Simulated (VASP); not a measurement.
A convergence study with VASP on La (space group no. 194 when undisturbed): one setting is varied, all else stays as given below, so the limit is that of these other settings. One atom is moved off its site, so that forces are finite.

```
CELL_PARAMETERS angstrom
      1.87557    -3.24859     0.00000
      1.87557     3.24859     0.00000
      0.00000     0.00000    12.09920
ATOMIC_POSITIONS crystal
  La 0.00000 0.00000 0.50413
  La 0.00000 0.00000 0.00000
  La 0.33333 0.66667 0.25000
  La 0.66667 0.33333 0.75000
```

Method: PBEsol GGA, VASP's PBE PAW potentials (set 64) (plane waves; VASP). The tightest run used: 720 eV cut-off, 10×10×3 Γ-centred mesh, Fermi-Dirac smearing of 0.10 eV, potentials La.

```
setting      E (eV/atom)  pressure (GPa)  largest force (eV/Å)  plane waves
-----------  -----------  --------------  --------------------  -----------
ENCUT = 105      -4.5064          -83.27                 0.063          373
ENCUT = 120      -5.0433          -45.67                 0.304          454
ENCUT = 135      -5.2591          -23.99                 0.146          551
ENCUT = 150      -5.2484          -12.41                 0.118          629
ENCUT = 165      -5.2769           -6.71                 0.076          724
ENCUT = 180      -5.3092           -3.91                 0.078          832
```

Task: These are the cheaper rows. Estimate the results at ENCUT = 720, and how far the last row shown lies from them.

Result: 
| quantity | tightest run | last row shown is off by |
|---|---|---|
| E (eV/atom) | -5.3284 | 0.0192 |
| pressure (GPa) | -1.77 | -2.14 |
| largest force (eV/Å) | 0.086 | -0.009 |

Left out are rungs that failed or repeat a setting and relaxations that didn't move; long series are thinned to 24 rows.

The structure is a typed La crystal (space group no. 194). The cell was not relaxed at this level, it is distorted from the ideal structure.
